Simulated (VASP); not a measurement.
All values below come from PBE GGA with D4 dispersion, VASP's PBE PAW potentials (set 64) (plane waves; VASP).

Input for VASP

File KPOINTS:
```
Automatic mesh
0
Gamma
9 9 5
0 0 0
```

### INCAR
```
LCHARG=T
NEDOS=601   ! DOS grid
LREAL=F
LASPH=T
ISIF=2
LWAVE=F
PREC=Accurate
ISMEAR=-5   ! tetrahedra, Bloechl
ENCUT=520   ! plane-wave cut-off (eV)
LEFG=T
NELM=100   ! most electronic steps
IVDW=13
LORBIT=11   ! lm-projected
SYSTEM=SiC
EDIFF=1E-7   ! SCF stop (eV)
ALGO=Normal
GGA=PE   ! PBE
```

POSCAR:
```
SiC
1
    1.5357559480    -2.6600070883     0.0000000000
    1.5357559480     2.6600070883     0.0000000000
    0.0000000000     0.0000000000     5.0436169779
Si C
2 2
Direct
  0.6666670000   0.3333330000   0.4996072384
  0.3333330000   0.6666670000   0.9996072384
  0.6666670000   0.3333330000   0.8753927616
  0.3333330000   0.6666670000   0.3753927616
```

POTCAR, in this order: Si C (PBE.64 set). Program: vasp_std.

Output of the run:

**OUTCAR**
```
 ion  position               nearest neighbor table
   1  0.667  0.333  0.500-   4 1.88   4 1.88   4 1.88   3 1.90   2 3.08   2 3.08   2 3.08   2 3.08
                             2 3.08   2 3.08
   2  0.333  0.667  1.000-   3 1.88   3 1.88   3 1.88   4 1.90   1 3.08   1 3.08   1 3.08   1 3.08
                             1 3.08   1 3.08
   3  0.667  0.333  0.875-   2 1.88   2 1.88   2 1.88   1 1.90
   4  0.333  0.667  0.375-   1 1.88   1 1.88   1 1.88   2 1.90
  LATTYP: Found a hexagonal cell.
 ALAT       =     3.0715116867
 C/A-ratio  =     1.6420634177
 Subroutine PRICEL returns:
 Original cell was already a primitive cell.
 Subroutine GETGRP returns: Found 12 space group operations
The static configuration has the point symmetry C_3v.
 The point group associated with its full space group is C_6v.
The dynamic configuration has the point symmetry C_3v.
 Subroutine INISYM returns: Found 12 space group operations
 Subroutine IBZKPT returns following result:
 Found     36 irreducible k-points:

 Following reciprocal coordinates:
            Coordinates               Weight
  0.000000  0.000000  0.000000      1.000000
  0.111111 -0.000000  0.000000      6.000000
  0.222222 -0.000000  0.000000      6.000000
  0.333333 -0.000000  0.000000      6.000000
  0.444444 -0.000000  0.000000      6.000000
  0.111111  0.111111  0.000000      6.000000
  0.222222  0.111111  0.000000     12.000000
  0.333333  0.111111  0.000000     12.000000
  0.444444  0.111111  0.000000      6.000000
  0.222222  0.222222  0.000000      6.000000
  0.333333  0.222222  0.000000     12.000000
  0.333333  0.333333  0.000000      2.000000
  0.000000  0.000000  0.200000      2.000000
  0.111111 -0.000000  0.200000     12.000000
  0.222222 -0.000000  0.200000     12.000000
  0.333333 -0.000000  0.200000     12.000000
  0.444444 -0.000000  0.200000     12.000000
  0.111111  0.111111  0.200000     12.000000
  0.222222  0.111111  0.200000     24.000000
  0.333333  0.111111  0.200000     24.000000
  0.444444  0.111111  0.200000     12.000000
  0.222222  0.222222  0.200000     12.000000
  0.333333  0.222222  0.200000     24.000000
  0.333333  0.333333  0.200000      4.000000
  0.000000  0.000000  0.400000      2.000000
  0.111111 -0.000000  0.400000     12.000000
  0.222222 -0.000000  0.400000     12.000000
  0.333333 -0.000000  0.400000     12.000000
  0.444444 -0.000000  0.400000     12.000000
  0.111111  0.111111  0.400000     12.000000
  0.222222  0.111111  0.400000     24.000000
  0.333333  0.111111  0.400000     24.000000
  0.444444  0.111111  0.400000     12.000000
  0.222222  0.222222  0.400000     12.000000
  0.333333  0.222222  0.400000     24.000000
  0.333333  0.333333  0.400000      4.000000
   k-points           NKPTS =     36   k-points in BZ     NKDIM =     36   number of bands    NBANDS=     12
   number of dos      NEDOS =    601   number of ions     NIONS =      4
   total plane-waves  NPLWV =  23040
   dimension x,y,z NGX =    24 NGY =   24 NGZ =   40
   dimension x,y,z NGXF=    48 NGYF=   48 NGZF=   80
   ions per type =               2   2
   PREC   = accura    normal or accurate (medium, high low for compatibility)
   ISTART =      0    job   : 0-new  1-cont  2-samecut
   ICHARG =      2    charge: 1-file 2-atom 10-const
   ISPIN  =      1    spin polarized calculation?
   LNONCOLLINEAR =      F non collinear calculations
   LSORBIT =      F    spin-orbit coupling
   INIWAV =      1    electr: 0-lowe 1-rand  2-diag
   ENCUT  =  520.0 eV  38.22 Ry    6.18 a.u.   5.71  5.71  9.38*2*pi/ulx,y,z
   NELM   =    100;   NELMIN=  2; NELMDL= -5     # of ELM steps
   EDIFF  = 0.1E-06   stopping-criterion for ELM
   LREAL  =      F    real-space projection
...
```

### OSZICAR
```
       N       E                     dE             d eps       ncg     rms          rms(c)
DAV:   1     0.357660600217E+02    0.35766E+02   -0.74002E+03   864   0.119E+03
DAV:   2    -0.307811815970E+02   -0.66547E+02   -0.61651E+02  1264   0.187E+02
DAV:   3    -0.338116225102E+02   -0.30304E+01   -0.30105E+01  1140   0.408E+01
DAV:   4    -0.338465050757E+02   -0.34883E-01   -0.34860E-01  1072   0.513E+00
DAV:   5    -0.338470986432E+02   -0.59357E-03   -0.59350E-03  1136   0.636E-01    0.125E+01
DAV:   6    -0.302125810950E+02    0.36345E+01   -0.10687E+01  1056   0.209E+01    0.561E+00
DAV:   7    -0.301153577263E+02    0.97223E-01   -0.93135E-01  1116   0.644E+00    0.247E+00
DAV:   8    -0.300996720271E+02    0.15686E-01   -0.48165E-02  1036   0.163E+00    0.544E-01
DAV:   9    -0.300989419423E+02    0.73008E-03   -0.64554E-03  1088   0.620E-01    0.132E-01
DAV:  10    -0.300992017328E+02   -0.25979E-03   -0.71120E-04  1012   0.193E-01    0.543E-02
DAV:  11    -0.300992150926E+02   -0.13360E-04   -0.10995E-04  1024   0.828E-02    0.125E-02
DAV:  12    -0.300992163133E+02   -0.12207E-05   -0.41379E-06  1048   0.165E-02    0.293E-03
DAV:  13    -0.300992167291E+02   -0.41578E-06   -0.21887E-07   932   0.398E-03    0.183E-03
DAV:  14    -0.300992167773E+02   -0.48236E-07   -0.19363E-08   608   0.123E-03
   1 F= -.31418847E+02 E0= -.31418847E+02  d E =0.000000E+00
```

### OUTCAR
```
------------------------ aborting loop because EDIFF is reached ----------------------------------------
  Edisp (eV):   -1.31963
  FORCE on cell =-STRESS in cart. coord.  units (eV):
  Direction    XX          YY          ZZ          XY          YZ          ZX
  --------------------------------------------------------------------------------------
  Total       0.01592     0.01592    -0.06379     0.00000    -0.00000     0.00000
  in kB       0.61910     0.61910    -2.48028     0.00000    -0.00000     0.00000
  external pressure =       -0.41 kB  Pullay stress =        0.00 kB
  volume of cell :       41.21
      direct lattice vectors                 reciprocal lattice vectors
     1.535755948 -2.660007088  0.000000000     0.325572563 -0.187969424  0.000000000
     1.535755948  2.660007088  0.000000000     0.325572563  0.187969424  0.000000000
     0.000000000  0.000000000  5.043616978     0.000000000  0.000000000  0.198270409
  FREE ENERGIE OF THE ION-ELECTRON SYSTEM (eV)
  ---------------------------------------------------
  free  energy   TOTEN  =       -31.4188470405 eV

  energy  without entropy=      -31.4188470405  energy(sigma->0) =      -31.41884704

 total charge

# of ion       s       p       d       tot
------------------------------------------
    1        0.709   0.971   0.000   1.679
    2        0.709   0.971   0.000   1.679
    3        0.838   1.715   0.000   2.553
    4        0.838   1.715   0.000   2.553
--------------------------------------------------
tot          3.094   5.371   0.000   8.465

 Electric field gradients after diagonalization (V/A^2)
 (convention: |V_zz| > |V_xx| > |V_yy|)
----------------------------------------------------------------------
 ion       V_xx      V_yy      V_zz     asymmetry (V_yy - V_xx)/ V_zz
----------------------------------------------------------------------
   1      -1.728    -1.727     3.456       0.000
   2      -1.728    -1.728     3.456       0.000
   3      -1.102    -1.102     2.205       0.000
   4      -1.102    -1.102     2.205       0.000
```
(Selected blocks of OUTCAR.)

OUTCAR:
```
 val. band max:        8.3041564938   @ k =   0.0000   0.0000   0.0000

 cond. band min:      10.5689179901   @ k =   0.3333   0.3333   0.0000


 Fermi energy:         8.3255696562

 k-point     1 :       0.0000    0.0000    0.0000
  band No.  band energies     occupation
      1      -7.2967      2.00000
      2      -3.7201      2.00000
      3      -0.4179      2.00000
      4       6.9881      2.00000
      5       6.9881      2.00000
      6       8.1881      2.00000
      7       8.3041      2.00000
      8       8.3042      2.00000
      9      13.1476      0.00000
     10      14.5440      0.00000
     11      14.9957      0.00000
     12      14.9957      0.00000

 k-point     2 :       0.1111   -0.0000    0.0000
  band No.  band energies     occupation
      1      -7.0820      2.00000
      2      -3.5375      2.00000
      3      -0.2203      2.00000
      4       5.8543      2.00000
      5       6.6336      2.00000
      6       7.5229      2.00000
      7       8.0411      2.00000
      8       8.1810      2.00000
      9      13.5981      0.00000
     10      14.6194      0.00000
     11      15.1367      0.00000
     12      15.4201      0.00000

 k-point     3 :       0.2222   -0.0000    0.0000
  band No.  band energies     occupation
      1      -6.4486      2.00000
      2      -3.0220      2.00000
      3       0.3372      2.00000
      4       3.7115      2.00000
      5       5.8152      2.00000
      6       5.9463      2.00000
      7       7.4985      2.00000
      8       7.8082      2.00000
      9      12.6420      0.00000
     10      14.5503      0.00000
     11      15.4892      0.00000
     12      16.0169      0.00000

 k-point     4 :       0.3333   -0.0000    0.0000
  band No.  band energies     occupation
      1      -5.4419      2.00000
      2      -2.3559      2.00000
      3       0.8544      2.00000
      4       2.0669      2.00000
      5       3.9287      2.00000
      6       5.3493      2.00000
...
```

The compound is SiC in the wurtzite structure, the rare 2H polytype. It was relaxed first.
